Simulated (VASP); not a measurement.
All values below come from revPBE GGA, VASP's PBE PAW potentials (set 64) (plane waves; VASP).

The input files of a VASP run:

### POSCAR
```
CuAu
1
    2.8295987709     0.0000000000     0.0000000000
    0.0000000000     2.8295987709     0.0000000000
    0.0000000000     0.0000000000     3.7184021737
Cu Au
1 1
Direct
  0.0000000000   0.0000000000   0.0000000000
  0.5000000000   0.5000000000   0.5000000000
```

**INCAR**
```
# general
SYSTEM  = CuAu
PREC    = Accurate
ENCUT   = 520
LREAL   = .FALSE.
LASPH   = .TRUE.

# electronic loop
EDIFF   = 1E-7
NELM    = 100
ALGO    = Normal
LMAXMIX = 6

# smearing
ISMEAR  = 1
SIGMA   = 0.1

# functional
GGA     = RE

# ions
IBRION  = 2
NSW     = 30
ISIF    = 4
EDIFFG  = -0.01

# output
LWAVE   = .FALSE.
LCHARG  = .FALSE.
```

**KPOINTS**
```
Automatic mesh
0
Gamma
13 13 10
0 0 0
```

POTCAR, in this order: Cu Au (PBE.64 set). Program: vasp_std.

The run wrote:

OUTCAR:
```
 ion  position               nearest neighbor table
   1  0.000  0.000  0.000-   2 2.73   2 2.73   2 2.73   2 2.73   2 2.73   2 2.73   2 2.73   2 2.73
  LATTYP: Found a simple tetragonal cell.
 ALAT       =     2.8295987709
 C/A-ratio  =     1.3141093401
 Subroutine PRICEL returns:
 Original cell was already a primitive cell.
 Subroutine GETGRP returns: Found 16 space group operations
The static configuration has the point symmetry D_4h.
The dynamic configuration has the point symmetry D_4h.
 Subroutine INISYM returns: Found 16 space group operations
 Subroutine IBZKPT returns following result:
 Found    168 irreducible k-points:

 Following reciprocal coordinates:
            Coordinates               Weight
  0.000000  0.000000  0.000000      1.000000
  0.076923  0.000000  0.000000      4.000000
  0.153846  0.000000  0.000000      4.000000
  0.230769  0.000000  0.000000      4.000000
  0.307692  0.000000  0.000000      4.000000
  0.384615  0.000000  0.000000      4.000000
  0.461538  0.000000  0.000000      4.000000
  0.076923  0.076923  0.000000      4.000000
  0.153846  0.076923  0.000000      8.000000
  0.230769  0.076923  0.000000      8.000000
  0.307692  0.076923  0.000000      8.000000
  0.384615  0.076923  0.000000      8.000000
  0.461538  0.076923  0.000000      8.000000
  0.153846  0.153846  0.000000      4.000000
  0.230769  0.153846  0.000000      8.000000
  0.307692  0.153846  0.000000      8.000000
  0.384615  0.153846  0.000000      8.000000
  0.461538  0.153846  0.000000      8.000000
  0.230769  0.230769  0.000000      4.000000
  0.307692  0.230769  0.000000      8.000000
  0.384615  0.230769  0.000000      8.000000
  0.461538  0.230769  0.000000      8.000000
  0.307692  0.307692  0.000000      4.000000
  0.384615  0.307692  0.000000      8.000000
  0.461538  0.307692  0.000000      8.000000
  0.384615  0.384615  0.000000      4.000000
  0.461538  0.384615  0.000000      8.000000
  0.461538  0.461538  0.000000      4.000000
  0.000000  0.000000  0.100000      2.000000
  0.076923  0.000000  0.100000      8.000000
  0.153846  0.000000  0.100000      8.000000
  0.230769  0.000000  0.100000      8.000000
  0.307692  0.000000  0.100000      8.000000
  0.384615  0.000000  0.100000      8.000000
  0.461538  0.000000  0.100000      8.000000
  0.076923  0.076923  0.100000      8.000000
  0.153846  0.076923  0.100000     16.000000
  0.230769  0.076923  0.100000     16.000000
  0.307692  0.076923  0.100000     16.000000
  0.384615  0.076923  0.100000     16.000000
   k-points           NKPTS =    168   k-points in BZ     NKDIM =    168   number of bands    NBANDS=     15
   number of dos      NEDOS =    301   number of ions     NIONS =      2
   total plane-waves  NPLWV =  16128
   dimension x,y,z NGX =    24 NGY =   24 NGZ =   28
   dimension x,y,z NGXF=    48 NGYF=   48 NGZF=   56
   ions per type =               1   1
   PREC   = accura    normal or accurate (medium, high low for compatibility)
   ISTART =      0    job   : 0-new  1-cont  2-samecut
   ICHARG =      2    charge: 1-file 2-atom 10-const
   ISPIN  =      1    spin polarized calculation?
   LNONCOLLINEAR =      F non collinear calculations
   LSORBIT =      F    spin-orbit coupling
   INIWAV =      1    electr: 0-lowe 1-rand  2-diag
   ENCUT  =  520.0 eV  38.22 Ry    6.18 a.u.   5.26  5.26  6.91*2*pi/ulx,y,z
   NELM   =    100;   NELMIN=  2; NELMDL= -5     # of ELM steps
   EDIFF  = 0.1E-06   stopping-criterion for ELM
   LREAL  =      F    real-space projection
   NLSPLINE    = F    spline interpolate recip. space projectors
   LMAXMIX     =    6 max onsite mixed and CHGCAR
...
```

### OSZICAR
```
       N       E                     dE             d eps       ncg     rms          rms(c)
DAV:   1     0.133376203793E+03    0.13338E+03   -0.11441E+04  5238   0.209E+03
DAV:   2    -0.214030656200E+01   -0.13552E+03   -0.12910E+03  5222   0.334E+02
DAV:   3    -0.701138220079E+01   -0.48711E+01   -0.47716E+01  6350   0.737E+01
DAV:   4    -0.706198897597E+01   -0.50607E-01   -0.50595E-01  5751   0.649E+00
DAV:   5    -0.706351441540E+01   -0.15254E-02   -0.15254E-02  7457   0.123E+00    0.108E+01
DAV:   6    -0.661305126299E+01    0.45046E+00   -0.78674E+00  5176   0.812E+01    0.537E+00
DAV:   7    -0.624702203617E+01    0.36603E+00   -0.29906E+00  6211   0.864E+01    0.546E+00
DAV:   8    -0.619999941078E+01    0.47023E-01   -0.24313E-01  7006   0.125E+01    0.266E+00
DAV:   9    -0.619384380397E+01    0.61556E-02   -0.21209E-02  7842   0.359E+00    0.119E-01
DAV:  10    -0.619357646169E+01    0.26734E-03   -0.26677E-03  7038   0.695E-01    0.829E-02
DAV:  11    -0.619358548736E+01   -0.90257E-05   -0.99217E-05  7680   0.222E-01    0.476E-02
DAV:  12    -0.619357747394E+01    0.80134E-05   -0.16799E-05  6880   0.145E-01    0.413E-03
DAV:  13    -0.619357723718E+01    0.23676E-06   -0.72852E-07  7300   0.126E-02    0.973E-04
DAV:  14    -0.619357727956E+01   -0.42385E-07   -0.49290E-08  3255   0.705E-03
   1 F= -.61935773E+01 E0= -.61935961E+01  d E =-.619358E+01
       N       E                     dE             d eps       ncg     rms          rms(c)
DAV:   1    -0.619397142488E+01   -0.39419E-03   -0.15942E-02  5558   0.121E+00    0.116E-01
DAV:   2    -0.619377568973E+01    0.19574E-03   -0.28945E-04  7421   0.458E-01    0.698E-02
DAV:   3    -0.619370910336E+01    0.66586E-04   -0.31246E-04  6197   0.597E-01    0.512E-02
DAV:   4    -0.619366985168E+01    0.39252E-04   -0.16157E-04  6444   0.422E-01    0.858E-03
DAV:   5    -0.619367026073E+01   -0.40904E-06   -0.55565E-06  5524   0.258E-02    0.572E-03
DAV:   6    -0.619367028124E+01   -0.20511E-07   -0.49595E-07  5736   0.181E-02
   2 F= -.61936703E+01 E0= -.61937028E+01  d E =-.930017E-04
       N       E                     dE             d eps       ncg     rms          rms(c)
DAV:   1    -0.619509584293E+01   -0.14256E-02   -0.71510E-02  5523   0.256E+00    0.245E-01
DAV:   2    -0.619421490158E+01    0.88094E-03   -0.13060E-03  7405   0.968E-01    0.148E-01
DAV:   3    -0.619391673006E+01    0.29817E-03   -0.13920E-03  6212   0.126E+00    0.108E-01
DAV:   4    -0.619374068188E+01    0.17605E-03   -0.72425E-04  6417   0.892E-01    0.181E-02
DAV:   5    -0.619374250046E+01   -0.18186E-05   -0.24875E-05  5548   0.554E-02    0.121E-02
DAV:   6    -0.619374257693E+01   -0.76471E-07   -0.23476E-06  7580   0.380E-02    0.275E-03
DAV:   7    -0.619374249073E+01    0.86204E-07   -0.56884E-07  5528   0.250E-02
   3 F= -.61937425E+01 E0= -.61938000E+01  d E =-.165211E-03
```

OUTCAR:
```
------------------------ aborting loop because EDIFF is reached ----------------------------------------
  FORCE on cell =-STRESS in cart. coord.  units (eV):
  Direction    XX          YY          ZZ          XY          YZ          ZX
  --------------------------------------------------------------------------------------
  Total        0.7819147      0.7819147      0.7782268      0.0000000      0.0000000      0.0000000
  in kB       42.0788519     42.0788519     41.8803886      0.0000000      0.0000000      0.0000000
  external PRESSURE =      42.0126975 kB  Pullay stress =       0.0000000 kB
  volume of cell :       29.77
      direct lattice vectors                 reciprocal lattice vectors
     2.823697589  0.000000000  0.000000000     0.354145573  0.000000000  0.000000000
     0.000000000  2.823697589  0.000000000     0.000000000  0.354145573  0.000000000
     0.000000000  0.000000000  3.733960423    -0.000000000  0.000000000  0.267812158
 POSITION                                       TOTAL-FORCE (eV/Angst)
 -----------------------------------------------------------------------------------
      0.00000      0.00000      0.00000         0.000000      0.000000      0.000000
      1.41185      1.41185      1.86698         0.000000      0.000000      0.000000
 -----------------------------------------------------------------------------------
    total drift:                                0.000000      0.000000     -0.000000
  FREE ENERGIE OF THE ION-ELECTRON SYSTEM (eV)
  ---------------------------------------------------
  free  energy   TOTEN  =        -6.1937424907 eV

  energy  without entropy=       -6.1939151312  energy(sigma->0) =       -6.19380004

 reached required accuracy - stopping structural energy minimisation
```
(Selected blocks of OUTCAR.)

File CONTCAR:
```
CuAu
   1.00000000000000
     2.8236975894751528    0.0000000000000000    0.0000000000000000
     0.0000000000000000    2.8236975894751528    0.0000000000000000
     0.0000000000000000    0.0000000000000000    3.7339604225523217
  Cu              Au
     1     1
Direct
     0.0000000000000000    0.0000000000000000    0.0000000000000000
     0.5000000000000000    0.5000000000000000    0.5000000000000000
```

The compound is CuAu in the L1_0 structure. This cell is one point of a volume scan, at 0.97 of the reference volume. Symmetry was kept, so distortions that lower it aren't found.
